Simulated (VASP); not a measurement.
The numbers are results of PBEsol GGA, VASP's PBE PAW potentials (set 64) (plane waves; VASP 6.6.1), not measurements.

VASP input:

File KPOINTS:
```
Automatic mesh
0
Gamma
5 5 5
0 0 0
```

**INCAR**
```
ALGO = Normal
EDIFF = 1E-6
ENCUT = 400
GGA = PS
ISIF = 2
ISMEAR = 0
ISPIN = 2
LASPH = .TRUE.
LCHARG = .FALSE.
LMAXMIX = 4
LORBIT = 11
LREAL = .FALSE.
LWAVE = .FALSE.
MAGMOM = 2*0.0 3*4.0
NELM = 100
PREC = Accurate
SIGMA = 0.2
SYSTEM = AlFe3C
```

File POSCAR:
```
AlFe3C
3.8960670
  1.0000000000   0.0000000000   0.0000000000
  0.0000000000   1.0000000000   0.0000000000
  0.0000000000   0.0000000000   1.0000000000
Al C Fe
1 1 3
Cart
 -0.0075150000  -0.0020800000  -0.0154760000
  0.4941200000   0.5079180000   0.5012970000
  0.0119250000   0.5035770000   0.5032450000
  0.4928730000   0.4946510000   0.0163500000
  0.5085970000  -0.0040660000   0.4945850000
```

POTCAR, in this order: Al C Fe (PBE.64 set). Program: vasp_std.

Output

**OSZICAR**
```
       N       E                     dE             d eps       ncg     rms          rms(c)
DAV:   1     0.186081524153E+03    0.18608E+03   -0.11037E+04  6300   0.113E+03
DAV:   2    -0.299112568637E+02   -0.21599E+03   -0.20468E+03  6302   0.289E+02
DAV:   3    -0.467295431726E+02   -0.16818E+02   -0.16002E+02  8578   0.918E+01
DAV:   4    -0.473279673523E+02   -0.59842E+00   -0.59355E+00  7797   0.174E+01
DAV:   5    -0.473448097037E+02   -0.16842E-01   -0.16821E-01  8070   0.254E+00    0.301E+01
DAV:   6    -0.460316425764E+02    0.13132E+01   -0.73357E+01  8796   0.124E+02    0.230E+01
DAV:   7    -0.410120940662E+02    0.50195E+01   -0.21617E+01  7899   0.772E+01    0.817E+00
DAV:   8    -0.418743282759E+02   -0.86223E+00   -0.56329E+00  9748   0.324E+01    0.144E+01
DAV:   9    -0.409929366989E+02    0.88139E+00   -0.33402E+00  9270   0.261E+01    0.346E+00
DAV:  10    -0.409645519869E+02    0.28385E-01   -0.33024E-01  9443   0.844E+00    0.322E+00
DAV:  11    -0.409380280880E+02    0.26524E-01   -0.28990E-01  8836   0.814E+00    0.189E+00
DAV:  12    -0.409222356590E+02    0.15792E-01   -0.43667E-02  9620   0.302E+00    0.419E-01
DAV:  13    -0.409216101593E+02    0.62550E-03   -0.28417E-03  7681   0.498E-01    0.171E-01
DAV:  14    -0.409215937708E+02    0.16388E-04   -0.23368E-04  9629   0.194E-01    0.742E-02
DAV:  15    -0.409216060008E+02   -0.12230E-04   -0.58313E-05  9996   0.960E-02    0.594E-02
DAV:  16    -0.409216123507E+02   -0.63498E-05   -0.34353E-05  9214   0.787E-02    0.256E-02
DAV:  17    -0.409216152908E+02   -0.29401E-05   -0.91713E-06  7377   0.375E-02    0.145E-02
DAV:  18    -0.409216159852E+02   -0.69444E-06   -0.29449E-06  4449   0.223E-02
   1 F= -.40921616E+02 E0= -.40870147E+02  d E =-.102939E+00  mag=     4.0342
```

OUTCAR:
```
------------------------ aborting loop because EDIFF is reached ----------------------------------------
  FORCE on cell =-STRESS in cart. coord.  units (eV):
  Direction    XX          YY          ZZ          XY          YZ          ZX
  --------------------------------------------------------------------------------------
  Total       -8.7013894     -8.8494203     -8.7018683      0.0450308      0.0432809     -0.0287017
  in kB     -235.7327565   -239.7431214   -235.7457322      1.2199477      1.1725412     -0.7775700
  external PRESSURE =    -237.0738700 kB  Pullay stress =       0.0000000 kB
  volume of cell :       59.14
      direct lattice vectors                 reciprocal lattice vectors
     3.896067000  0.000000000  0.000000000     0.256669097  0.000000000  0.000000000
     0.000000000  3.896067000  0.000000000     0.000000000  0.256669097  0.000000000
     0.000000000  0.000000000  3.896067000     0.000000000  0.000000000  0.256669097
 POSITION                                       TOTAL-FORCE (eV/Angst)
 -----------------------------------------------------------------------------------
      3.86679      3.88796      3.83577         0.115995      0.048187      0.253090
      1.92512      1.97888      1.95309         0.627718     -0.473627      0.422664
      0.04646      1.96197      1.96068        -0.769747     -0.080489     -0.025144
      1.92027      1.92719      0.06370         0.150224      0.069413     -0.767937
      1.98153      3.88023      1.92694        -0.124190      0.436516      0.117327
 -----------------------------------------------------------------------------------
    total drift:                               -0.000077     -0.000017      0.000010
  FREE ENERGIE OF THE ION-ELECTRON SYSTEM (eV)
  ---------------------------------------------------
  free  energy   TOTEN  =       -40.9216159852 eV

  energy  without entropy=      -40.8186771558  energy(sigma->0) =      -40.87014657

 total charge

# of ion       s       p       d       tot
------------------------------------------
    1        0.383   0.338   0.000   0.721
    2        0.883   1.515   0.000   2.397
    3        0.404   0.551   6.372   7.328
    4        0.404   0.549   6.368   7.321
    5        0.403   0.549   6.366   7.318
--------------------------------------------------
tot          2.477   3.502  19.106  25.085

 magnetization (x)

# of ion       s       p       d       tot
------------------------------------------
    1       -0.020  -0.039   0.000  -0.059
    2       -0.012  -0.093   0.000  -0.104
    3       -0.003  -0.012   1.439   1.424
    4       -0.003  -0.012   1.469   1.455
    5       -0.003  -0.012   1.482   1.467
--------------------------------------------------
tot         -0.039  -0.167   4.389   4.183
```
(Selected blocks of OUTCAR.)

File OUTCAR:
```
 val. band max:        6.2470868841   @ k =   0.4000   0.2000   0.4000

 cond. band min:       6.2629421215   @ k =   0.0000   0.2000   0.0000


 Fermi energy:         6.2475222852

 spin component 1

 k-point     1 :       0.0000    0.0000    0.0000
  band No.  band energies     occupation
      1      -6.8886      1.00000
      2      -1.1521      1.00000
      3       2.5853      1.00000
      4       2.6642      1.00000
      5       2.7462      1.00000
      6       2.9568      1.00000
      7       2.9771      1.00000
      8       3.0859      1.00000
      9       3.1847      1.00000
     10       3.2418      1.00000
     11       4.6063      1.00000
     12       4.6149      1.00000
     13       4.6275      1.00000
     14       5.0670      1.00000
     15       5.0871      1.00000
     16       5.7835      0.99948
     17       5.7916      0.99937
     18       5.8022      0.99918
     19       5.8089      0.99904
     20       9.0508      0.00000
     21       9.5123      0.00000
     22       9.5311      0.00000
     23       9.5707      0.00000
     24      11.3485      0.00000
     25      11.3630      0.00000

 k-point     2 :       0.2000    0.0000    0.0000
  band No.  band energies     occupation
      1      -6.6413      1.00000
      2      -1.0139      1.00000
      3       1.7537      1.00000
      4       2.3534      1.00000
      5       2.3841      1.00000
      6       2.8598      1.00000
      7       3.0358      1.00000
      8       3.1894      1.00000
      9       3.2178      1.00000
     10       3.2486      1.00000
     11       4.5194      1.00000
     12       4.6761      1.00000
     13       4.6885      1.00000
     14       4.9693      1.00000
     15       5.0816      1.00000
     16       5.6515      0.99999
     17       5.7751      0.99958
     18       6.0949      0.85982
     19       6.1038      0.84521
     20       8.9242      0.00000
     21       9.5024      0.00000
...
```

At this cut-off the stress carries a Pulay error, which pulls relaxed volumes low.

The structure was generated: AlFe3C was put into an ordered model structure, which need not be its known phase. The cell was not relaxed at this level, atoms are displaced from their ideal sites. The k-mesh is coarse (spacing up to 0.32 per Å, 2π included), so the numbers may not be converged in it.
